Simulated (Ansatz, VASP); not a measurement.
## Cross-check of Sb between VASP and Ansatz

One calculation is typed for both programs; each brings its own data sets. How far apart do they land? The structure shown is the start of the Ansatz relaxation below; VASP solves that cell, so the two are compared at the walk's first step.

Main program and level: Ansatz 0.2.0; plane waves, with VASP 6.6.1 beside it; single point at LDA.

**1. Set-up**

The cell holds 2 atoms: 2 Sb. Its edges and angles: a = 4.027 Å, b = 4.027 Å, c = 26.855 Å, α = 90.0°, β = 90.0°, γ = 120.0°. Vacuum lies along c. The height across the vacuum is the one that the program set for its solve, not the one typed.

**2. Ansatz: relaxation, LDA**

Ansatz runs on its default PAW (the set named soft_2) files.

The two programs are compared at the cell with which this relaxation starts, whose forces are those of its first step.

input.yaml reads:

```yaml
crystal:
  lattice:
    - [4.0273721, 0.0, 0.0]
    - [-2.01368605, 3.4878065491, 0.0]
    - [0.0, 0.0, 17.0]
  atoms:
    - { symbol: Sb, position: [0.3333333333, 0.6666666667, 0.5] }
    - { symbol: Sb, position: [0.6666666667, 0.3333333333, 0.5898602294] }
  periodic: [true, true, false]
kpoints:
  mp_grid: { grid: [6, 6, 1] }
hamiltonian:
  xc: lda
scf:
  occupations: { method: fermi_dirac, width: 0.02 }
relax:
  f_tol: 0.01
  max_steps: 80
  cell: {}
```

On the command line:

```
$ ansatz run input.yaml --threads 12 --pin off --max-ram 27648MiB --backend cpu --events-out ev --progress --plain --runs-dir out
```

Numbers of over 12 decimals in the logs are rounded to 6 here.

Log:

```text
Warning: crystal.periodic: the lattice vector that does not repeat stood 0.000° off the slab's normal, 17.000 Å along it as the deck builds it. The run solves the slab on a vector along the normal, 26.855 Å long, with every atom where it was (on the deck's vector they left 15.47 Å outside them, and the widest stretch free of ions among them is 1.53 Å). A fractional position that the run reports is one of the run's ce [...]
crystal.periodic: the lattice vector that does not repeat stood 0.000° off the slab's normal, 17.000 Å along it as the deck builds it. The run solves the slab on a vector along the normal, 26.855 Å long, with every atom where it was (on the deck's vector they left 15.47 Å outside them, and the widest stretch free of ions among them is 1.53 Å). A fractional position that the run reports is one of the run's cell, which [...]
Engine: ansatz 0.2.0, x86_64-unknown-linux-gnu
Pseudopotentials: kind: paw
Pseudopotential: Sb, paw, valence charge 15, recommended cutoff 420 eV (normal), Sb.paw.azcp
Functional definition: SPW92
  exchange = slater_x
  correlation = pw_c
Crystal: 2 atoms, lattice volume = 377.227 Å³
Basis set: ecut = 420 eV, 7397 PW (Γ)
Bands: 19, of which v1, the nominal top of the filled ones, is band 15 counted from 1 (14 counted from 0)
Symmetry: 12 space group operations
Space group: P-3m1 (ITA 164), of the structure as read, at distance tolerance 7.2e-5 Å
k-points: 7 of 36
Non-local potential: Sb, projectors of the file, l = 0: 2, l = 1: 2, l = 2: 2, l = 3: 2
PAW form: soft (Blöchl's): semilocal exchange-correlation on the pseudo side does not see the compensation charge
PAW frozen core: Sb, regenerated for the run's functional, and the local potential with it (the file was generated under x = pbe(κ = 0.804, μ = 0.219515), c = pbe(β = 0.066725))
PAW one-centre angular grid: Sb, 590 points (default); XC on 64 Gauss nodes
Initial density: superposition of atomic densities (neutral atoms: chi_scale 0, normalization atom), corrected by the library's trained network
Initial wavefunctions: pseudopotential atomic-orbital guess
Functional: x = slater, c = lda
SCF iter   1: F=—  HF=-12671.107674 eV  |F-HF|=—  |Δ(HF+E_count)|=         —  Δρ=2.73e-3  dr2=1.56e-2  ethr=1.77e-3  ⟨swp⟩=13.9  Hψ=1090  notcnv=0
preconditioner: auto → none  [insulator: Δε(μ)=1.461 eV  Ē_g=8.276 eV  σ=0.020 eV  W_gap=1.00  n_scr=14 (ndim 8)  ℏωp=6.0 eV  f_vac=0.779  D(μ)=0.00/eV (n_scr^D=0)  ε∞_Penn≈1.5]
SCF iter   2: F=—  HF=-12671.102701 eV  |F-HF|=—  |Δ(HF+E_count)|=   4.97e-3  Δρ=1.08e-3  dr2=1.94e-3  ethr=5.20e-5  ⟨swp⟩=4.3  Hψ=398  notcnv=0
SCF iter   3: F=—  HF=-12671.103265 eV  |F-HF|=—  |Δ(HF+E_count)|=   5.63e-4  Δρ=2.58e-4  dr2=2.27e-4  ethr=6.46e-6  ⟨swp⟩=3.7  Hψ=303  notcnv=0
SCF iter   4: F=—  HF=-12671.103319 eV  |F-HF|=—  |Δ(HF+E_count)|=   5.43e-5  Δρ=5.97e-5  dr2=1.83e-5  ethr=7.56e-7  ⟨swp⟩=3.0  Hψ=293  notcnv=0
[...]
Crystal: 2 atoms, lattice volume = 370.508 Å³
Basis set: ecut = 420 eV, 7289 PW (Γ)
Initial density: handed on by an earlier stage of this run
Initial wavefunctions: those handed on with the density
iter 1 solved again at ethr=3.76e-4 eV; its pass at ethr=3.10e-3 eV (dr2=1.13e-1 eV) is discarded
SCF iter   1: F=—  HF=-12670.920742 eV  |F-HF|=—  |Δ(HF+E_count)|=         —  Δρ=3.77e-3  dr2=1.12e-1  ethr=3.76e-4  ⟨swp⟩=2.0  Hψ=1107  notcnv=0
preconditioner: auto → LDOS  [insulator: Δε(μ)=0.164 eV  Ē_g=7.654 eV  σ=0.020 eV  W_gap=0.97  n_scr=14 (ndim 8)  ℏωp=6.1 eV  f_vac=0.763  D(μ)=0.18/eV (n_scr^D=2)  ε∞_Penn≈1.6  β→1.0]
SCF iter   2: F=—  HF=-12670.922918 eV  |F-HF|=—  |Δ(HF+E_count)|=   2.18e-3  Δρ=3.91e-3  dr2=1.29e-1  ethr=3.74e-4  ⟨swp⟩=4.4  Hψ=328  notcnv=0  defer=1
SCF iter   3: F=—  HF=-12670.884515 eV  |F-HF|=—  |Δ(HF+E_count)|=   3.84e-2  Δρ=6.33e-4  dr2=3.08e-3  ethr=3.74e-4  ⟨swp⟩=3.7  Hψ=349  notcnv=0
SCF iter   4: F=—  HF=-12670.883442 eV  |F-HF|=—  |Δ(HF+E_count)|=   1.07e-3  Δρ=9.49e-5  dr2=2.92e-5  ethr=1.03e-5  ⟨swp⟩=4.1  Hψ=358  notcnv=0
SCF iter   5: F=—  HF=-12670.883466 eV  |F-HF|=—  |Δ(HF+E_count)|=   2.35e-5  Δρ=2.40e-5  dr2=1.72e-6  ethr=9.72e-8  ⟨swp⟩=3.0  Hψ=261  notcnv=0
SCF iter   6: F=-12670.883467 eV  HF=-12670.883467 eV  |F-HF|=3.13e-7  |Δ(HF+E_count)|=   1.42e-6  Δρ=5.98e-6  dr2=1.35e-7  ethr=6.67e-10  ⟨swp⟩=7.1  Hψ=644  notcnv=0
SCF 2 converged in 6 iterations: F = -12670.883467 eV  dr2 = 1.35e-7
relax step   2: F+E_penalty+E_count = -12670.88346742 eV  Δ(F+E_penalty+E_count) = +2.199e-1 eV  max|allowed force component| = 1.975e0 eV/Å  Δτ_max = 0.1700 Å  P = -1.228 N/m  Ω = 370.508 Å³  energy of the carried Pulay correction = +2.552e-4 eV  fix = [c, alpha, beta]  (6 SCF iters, dr2 threshold 2.00e-7 eV, rejected (line search))
[...]
relax step   3: F+E_penalty+E_count = -12671.14017580 eV  Δ(F+E_penalty+E_count) = -3.684e-2 eV  max|allowed force component| = 1.207e-1 eV/Å  Δτ_max = 0.0510 Å  P = -0.150 N/m  Ω = 375.949 Å³  energy of the carried Pulay correction = +4.821e-5 eV  fix = [c, alpha, beta]  reactions: c -0.000 N/m  (8 SCF iters, accepted)
[...]
relax step   4: F+E_penalty+E_count = -12671.14096848 eV  Δ(F+E_penalty+E_count) = -7.927e-4 eV  max|allowed force component| = 5.416e-3 eV/Å  Δτ_max = 0.0058 Å  P = -0.038 N/m  Ω = 375.690 Å³  energy of the carried Pulay correction = +5.799e-5 eV  fix = [c, alpha, beta]  reactions: c -0.000 N/m  (4 SCF iters, dr2 threshold 2.00e-7 eV, accepted)
[...]
relax step   5: F+E_penalty+E_count = -12671.14091203 eV  Δ(F+E_penalty+E_count) = +5.645e-5 eV  max|allowed force component| = 5.326e-3 eV/Å  Δτ_max = 0.0000 Å  P = -0.038 N/m  Ω = 375.690 Å³  fix = [c, alpha, beta]  reactions: c -0.000 N/m  stress off target by 3.79e-2 N/m on what of the cell is left free  SCF on the basis re-selected at this cell (its energy is not comparable with the rows above)  (6 SCF iters)
basis re-selected at this cell: Δ(F+E_penalty+E_count) = +5.645e-5 eV, ΔP = -0.000 N/m vs the last step (what re-selecting the basis moved, of the pressure what is left beyond the Pulay correction that the steps carried, after the strain that the cell walked since its last selection, with what the two solves' SCF thresholds leave and, on support functions, any second-order correction that the steps lacked; it is no m [...]
SCF converged after 6 iterations
Free energy (F): -12671.140912 eV
Harris-Foulkes:  -12671.140912 eV  (|F-HF|=1.09e-11)
Internal energy: -12671.140912 eV  (E = F + TS)
E sigma→0 (E₀):  -12671.140912 eV
Fermi energy:    -4.395327 eV
--- Per-component energies (eV) ---
  E_band       = -764.320852
  E_kinetic    = 416.724428
  E_local      = -36000.878140  (includes V_loc(G=0)·N_el)
  E_nonlocal   = 732.887134
  E_hartree    = 17635.662447
  E_xc         = -275.031190
  E_vxc        = -193.717266  (∫ρ·V_xc dr)
  E_paw        = -8853.253818  (= ΣΔE_a)
  E_vpaw       = -990.661975  (= ΣTr[D̂ρ^β])
  E_aug_tail   = -0.000004  (compensation charges beyond the density's cutoff)
  E_ewald      = 13671.630584
  E_core_change = 1.117647  (= ΣΔE_core)
  E_smearing   = -0.000000  (= −TS)
  E_closure    = 0.000000  (closes the sum)
  Σ components = -12671.140912   (vs F -12671.140912, Δ=0.00e0)
--- Forces (eV/Å), atoms counted from 1 ---
  atom   1  Sb    -0.00000000    -0.00000000     0.00532603
  atom   2  Sb     0.00000000     0.00000000    -0.00532603
  max |Σ_I F_I| component: 8.67e-19 eV/Å
--- 2D stress c σ (N/m, compression-positive) ---
       -0.037922      -0.000000      -0.000000
       -0.000000      -0.037922      -0.000000
       -0.000000      -0.000000      -0.000000
  P = ½ c Tr σ = -0.0379 N/m
--- Relaxed structure (4 steps of the walk, 3 accepted, 1 SCFs on fresh bases) ---
  F+E_penalty+E_count = -12671.14091203 eV   max|allowed force component| = 5.326e-3 eV/Å   (the final SCF, on the basis selected at the relaxed cell)
  cell:  # Å, volume = 375.6902 Å³
    - [4.019158, 0, 0]
    - [-2.009579, 3.480693, 0]
    - [0, 0, 26.8552477996]
  atoms:
    - { symbol: Sb, position: [0.333333, 0.666667, 0.314826] }
    - { symbol: Sb, position: [0.666667, 0.333333, 0.375081] }
```

Reading the cycles: dr2 is the Hartree energy of the density residual (eV), the measure of convergence; HF is the Harris–Foulkes estimate of the energy, which meets the free energy F at convergence.

**3. VASP: single point, LDA, start cell**

The same cell, functional (in two slightly different forms), mesh and smearing now go to VASP, with its own data sets.

Lines of VASP's logs that name or quote its potential files are left out, and so is its time.

INCAR reads:

```
SYSTEM = Sb
PREC = Accurate
ENCUT = 400
EDIFF = 1E-06
NELM = 120
ISMEAR = -1
SIGMA = 0.02
LREAL = .FALSE.
ALGO = Normal
GGA = CA
NBANDS = 11
LORBIT = 11
LWAVE = .FALSE.
LCHARG = .FALSE.
ISIF = 2
LDIPOL = .TRUE.
IDIPOL = 3
DIPOL = 0.5 0.5 0.345
LVHAR = .TRUE.
LASPH = .TRUE.
GGA_COMPAT = .FALSE.
EFERMI = MIDGAP
NELMDL = -8
```

POSCAR reads:

```
Sb
1.0
    4.0273720000      0.0000000000      0.0000000000
   -2.0136860000      3.4878070000      0.0000000000
    0.0000000000      0.0000000000     26.8552480000
Sb
2
Direct
    0.3333332378      0.6666664755      0.3165116926
    0.6666666189      0.3333332378      0.3733953230
```

KPOINTS reads:

```
Automatic mesh
0
Gamma
6 6 1
0 0 0
```

PAW data sets: Sb (LDA family, release 64).

On the command line:

```
$ mpirun -np 1 vasp_std
```

Log:

```text
[banner, memory and clock lines left out]
running    1 mpi-ranks, on    1 nodes
 distrk:  each k-point on    1 cores,    1 groups
 distr:  one band on    1 cores,    1 groups

 POSCAR found type information on POSCAR Sb
 POSCAR found :  1 types and       2 ions
 LDA part: xc-table for (Slater(with rela. corr.)+CA(PZ))
 , standard interpolation
 POSCAR, INCAR and KPOINTS ok, starting setup
 FFT: planning ... GRIDC
 FFT: planning ... GRID_SOFT
 FFT: planning ... GRID
 WAVECAR not read
 entering main loop
       N       E                     dE             d eps       ncg     rms          rms(c)
DAV:   1     0.559281781882E+02    0.55928E+02   -0.22435E+03   154   0.448E+02
DAV:   2    -0.419955565085E+01   -0.60128E+02   -0.55365E+02   239   0.874E+01
DAV:   3    -0.908005499261E+01   -0.48805E+01   -0.48702E+01   219   0.328E+01
DAV:   4    -0.914384104867E+01   -0.63786E-01   -0.63777E-01   195   0.500E+00
DAV:   5    -0.914643629052E+01   -0.25952E-02   -0.25952E-02   220   0.108E+00
DAV:   6    -0.914649902437E+01   -0.62734E-04   -0.62734E-04   214   0.112E-01
DAV:   7    -0.914650080914E+01   -0.17848E-05   -0.17847E-05   215   0.192E-02
DAV:   8    -0.914650085607E+01   -0.46930E-07   -0.46977E-07   168   0.234E-03    0.354E+00
DAV:   9    -0.908408246211E+01    0.62418E-01   -0.29414E-02   169   0.757E-01    0.218E+00
DAV:  10    -0.905303296978E+01    0.31049E-01   -0.62378E-02   178   0.111E+00    0.128E-01
DAV:  11    -0.905284578582E+01    0.18718E-03   -0.30134E-03   169   0.302E-01    0.350E-02
DAV:  12    -0.905293452495E+01   -0.88739E-04   -0.14475E-04   199   0.749E-02    0.205E-02
DAV:  13    -0.905302230833E+01   -0.87783E-04   -0.23424E-05   168   0.216E-02    0.107E-02
DAV:  14    -0.905310877309E+01   -0.86465E-04   -0.31556E-05   166   0.196E-02    0.756E-03
DAV:  15    -0.905326711500E+01   -0.15834E-03   -0.51469E-05   169   0.207E-02    0.539E-03
DAV:  16    -0.905327858188E+01   -0.11467E-04   -0.10288E-06   229   0.459E-03    0.375E-03
DAV:  17    -0.905332839777E+01   -0.49816E-04   -0.35498E-06   182   0.516E-03    0.269E-03
DAV:  18    -0.905333844219E+01   -0.10044E-04   -0.21373E-07   202   0.127E-03    0.192E-03
DAV:  19    -0.905335223651E+01   -0.13794E-04   -0.70758E-07   185   0.194E-03    0.786E-04
DAV:  20    -0.905335535994E+01   -0.31234E-05   -0.56661E-08   166   0.560E-04    0.439E-04
DAV:  21    -0.905335793616E+01   -0.25762E-05   -0.54707E-08   147   0.554E-04    0.136E-04
DAV:  22    -0.905335883801E+01   -0.90185E-06   -0.21600E-08   137   0.301E-04
   1 F= -.90533588E+01 E0= -.90533588E+01  d E =-.756352E-16
```

From OUTCAR (step 3):

```text
ion  position               nearest neighbor table
   1  0.333  0.667  0.317-   2 2.78   2 2.78   2 2.78
   2  0.667  0.333  0.373-   1 2.78   1 2.78   1 2.78

  LATTYP: Found a hexagonal cell.
 ALAT       =     4.0273720000
 C/A-ratio  =     6.6681816331

 Subroutine GETGRP returns: Found 12 space group operations
 (whereof  6 operations were pure point group operations)

The static configuration has the point symmetry C_3v.
 The point group associated with its full space group is D_3d.

 Found      7 irreducible k-points:

   k-points           NKPTS =      7   k-points in BZ     NKDIM =      7   number of bands    NBANDS=     11

   dimension x,y,z NGX =    28 NGY =   28 NGZ =  180
   dimension x,y,z NGXF=    56 NGYF=   56 NGZF=  360

   ENCUT  =  400.0 eV  29.40 Ry    5.42 a.u.   6.57  6.57 43.79*2*pi/ulx,y,z

   NELECT =      10.0000    total number of electrons

 k-points in reciprocal lattice and weights: Automatic mesh
   0.00000000  0.00000000  0.00000000       0.028
   0.16666667 -0.00000000  0.00000000       0.167
   0.33333333 -0.00000000  0.00000000       0.167
   0.50000000 -0.00000000  0.00000000       0.083
   0.16666667  0.16666667  0.00000000       0.167
   0.33333333  0.16666667  0.00000000       0.333
   0.33333333  0.33333333  0.00000000       0.056

 dipolmoment           0.000000      0.000000      0.000000 electrons x Angstroem

 average (electrostatic) potential at core
       1 -96.3839       2 -96.3839

 E-fermi :  -2.8124

 k-point     1 :       0.0000    0.0000    0.0000
  band No.  band energies     occupation
      1     -15.2861      2.00000
      2      -9.4851      2.00000
      3      -3.7995      2.00000
      4      -3.5323      2.00000
      5      -3.5323      2.00000
      6      -1.8226      0.00000
      7      -0.4581      0.00000
      8      -0.4581      0.00000
      9       1.1907      0.00000
     10       1.5963      0.00000
    ...

 k-point     2 :       0.1667   -0.0000    0.0000
  band No.  band energies     occupation
      1     -14.9672      2.00000
      2      -9.5073      2.00000
      3      -5.4843      2.00000
      4      -4.1358      2.00000
      5      -3.6788      2.00000
      6      -1.5641      0.00000
      7       0.1581      0.00000
      8       0.1614      0.00000
      9       1.5245      0.00000
     10       1.8854      0.00000
    ...

 k-point     3 :       0.3333   -0.0000    0.0000
  band No.  band energies     occupation
      1     -14.0621      2.00000
      2     -10.2840      2.00000
      3      -6.6204      2.00000
      4      -4.9291      2.00000
      5      -4.0267      2.00000
      6      -2.0924      0.00000
      7      -0.1581      0.00000
      8       0.5959      0.00000
      9       2.3446      0.00000
     10       2.3950      0.00000
    ...

  Total        0.7770994      0.7770997      1.6079585      0.0000000     -0.0000000      0.0000000
  in kB        3.3005310      3.3005321      6.8293921      0.0000000     -0.0000000      0.0000000
  external PRESSURE =       4.4768184 kB  Pullay stress =       0.0000000 kB

  energy-cutoff  :      400.00
  volume of cell :      377.23
      direct lattice vectors                 reciprocal lattice vectors
     4.027372000  0.000000000  0.000000000     0.248300877  0.143356556  0.000000000
    -2.013686000  3.487807000  0.000000000     0.000000000  0.286713112  0.000000000
     0.000000000  0.000000000 26.855248000     0.000000000  0.000000000  0.037236670

 POSITION                                       TOTAL-FORCE (eV/Angst)
 -----------------------------------------------------------------------------------
      0.00000      2.32520      8.50000        -0.000000     -0.000000     -1.056165
      2.01369      1.16260     10.02762         0.000000      0.000000      1.056165
 -----------------------------------------------------------------------------------
    total drift:                               -0.000000      0.000174     -0.000020

  FREE ENERGIE OF THE ION-ELECTRON SYSTEM (eV)
  ---------------------------------------------------
  free  energy   TOTEN  =        -9.0533588380 eV

  energy  without entropy=       -9.0533588380  energy(sigma->0) =       -9.05335884

 vacuum level on the upper side and lower side of the slab         1.871         1.871

 total charge
# of ion       s       p       d       tot
------------------------------------------
    1        1.214   1.227   0.035   2.477
    2        1.214   1.227   0.035   2.477
--------------------------------------------------
tot          2.429   2.454   0.071   4.953

[... 3 further parts left out ...]
```

**4. Differences**

Known differences besides the potentials themselves: the two LDA forms differ slightly; Ansatz cuts the interaction across the vacuum, VASP repeats the sheet with a dipole correction; the data sets hold 30 valence electrons in Ansatz (on its default PAW (the set named soft_2) files) and 10 in VASP; the cutoff is 420 eV in Ansatz and 400 eV in VASP; VASP's log shows a relativistic correction to its local exchange, Ansatz's none. Total energies have different zeros and are not compared.

Forces (eV/Å; atoms numbered as in POSCAR):

```tsv
atom	Ansatz x, y, z	VASP x, y, z
Sb1	0.000, 0.000, -0.868	0.000, 0.000, -1.056
Sb2	0.000, 0.000, 0.868	0.000, 0.000, 1.056
```

The forces differ by 109 meV/Å r.m.s., which is 17.8 % of the r.m.s. force of 0.610 eV/Å (both taken over all components). With vacuum in the cell, a pressure given here is an average over mostly empty space and none of the material.

**5. Results**

```
r.m.s. force difference (single point, LDA, start cell) : 18 % of the r.m.s. force
```

In words: The r.m.s. force difference is 18 % of the r.m.s. force (single point, LDA, start cell), beyond the 3 % picked in this series as the mark of a large difference. The data sets hold unlike numbers of valence electrons (30 in Ansatz and 10 in VASP), so part of the differences comes from the potentials. What causes the difference of the single point, LDA, start cell pair stays open here. 1 further run of this series is not shown here. How closely two codes agree says nothing of how well the functional describes the real material.

[Lines on the potential files, build, host, timing and source positions are cut from VASP's logs without a mark.]

[Logs are printed without paths, hosts, clocks, repeated set-up lines and the standing remarks that a program may print on its own settings, such as how far it seeks lower states.]

[Hosts, paths, dates, database ids (printed as entryN), source tags and the programs' standing remarks are cut or masked in the printed files.]
